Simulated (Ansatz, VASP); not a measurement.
HfTa in VASP and in Ansatz

Contents of INCAR:

```
SYSTEM = HfTa
  ALGO = Fast
  EDIFF = 1E-7
  ENCUT = 520
  GGA = PS
  ISIF = 2
  ISMEAR = -1
  LASPH = .True.
  LCHARG = .False.
  LREAL = .False.
  LWAVE = .False.
  NBANDS = 18
  NELM = 100
  PREC = Accurate
  SIGMA = 0.05
```

File KPOINTS:

```
k-points
0
Gamma
  6 6 3
  0 0 0
```

Contents of POSCAR:

```
HfTa
1.0
    1.7127470000     -2.3996010000      0.0000000000
    1.7127470000      2.3996010000      0.0000000000
    0.0000000000      0.0000000000      4.8475550000
Ta Hf
1 1
Direct
    0.5000000000      0.5000000000      0.5000000000
    0.0000000000      0.0000000000      0.0000000000
```

The input input.yaml:

```yaml
crystal:
  lattice:
    - [1.712747, -2.399601, 0.0]
    - [1.712747, 2.399601, 0.0]
    - [0.0, 0.0, 4.847555]
  atoms:
    - { symbol: Ta, position: [0.5, 0.5, 0.5] }
    - { symbol: Hf, position: [0.0, 0.0, 0.0] }
hamiltonian:
  xc: pbesol
  pseudopotentials: { kind: paw }
kpoints:
  mp_grid: { grid: [6, 6, 3] }
  band_path:
    path:
      - [[0.0, 0.0, 0.0], [0.377364493, 0.377364493, 0.0], [0.0, 0.5, 0.0], [0.0, 0.5, 0.5], [0.377364493, 0.377364493, 0.5], [0.0, 0.0, 0.5], [0.0, 0.0, 0.0], [-0.5, 0.5, 0.0], [-0.377364493, 0.622635507, 0.0], [-0.377364493, 0.622635507, 0.5], [-0.5, 0.5, 0.5], [-0.5, 0.5, 0.0]]
      - [[0.0, 0.0, 0.5], [-0.5, 0.5, 0.5]]
    npoints: 14
scf:
  occupations: { method: fermi_dirac, width: 0.05 }
  n_extra_bands: 6
output:
  forces: true
  stress: true
  eigenvalues: true
  fatbands: false
```

The cell comes from a database or a generator and needn't be the stable form of this composition.

Alike in both runs: functional PBEsol; k mesh 6 × 6 × 3; occupations fermi-dirac, width 0.05 eV; no spin polarisation.

```csv
,VASP,Ansatz
version,VASP 6.6.1,Ansatz 0.2.0
potentials or method,"VASP PAW PBE potentials, release 64 (Ta_pv, Hf_pv)",Ansatz PAW
plane-wave cutoff (eV),520,420
valence electrons in the cell,21,39
task,single point,band structure
```

```csv
,VASP,Ansatz,Ansatz less VASP
gap on the k mesh at the Fermi level (eV),none,none,-
pressure (GPa),-5.3,-5.1,+0.22
largest component of the traceless stress (GPa),2.20,2.21,+0.003
```

A gap of «none» marks a metal or a gap that the smearing closes. The functional is the same, so the differences come from potentials, cutoffs and numerics. The two sets of potentials don't hold the same shells in valence.

Caveats: the k mesh is coarse (spacing up to 0.43 Å⁻¹), so the values aren't converged; the PAW data sets were made with another functional, which shifts forces and pressure a little (VASP); spin-orbit coupling is left out, which moves the levels of the heavy elements (Ansatz); the PAW data sets come from PBE, with cores solved anew for the run's functional, which leaves a small shift of forces and pressure (Ansatz). Spin-orbit coupling is left out, which matters for the levels of Hf, Ta.
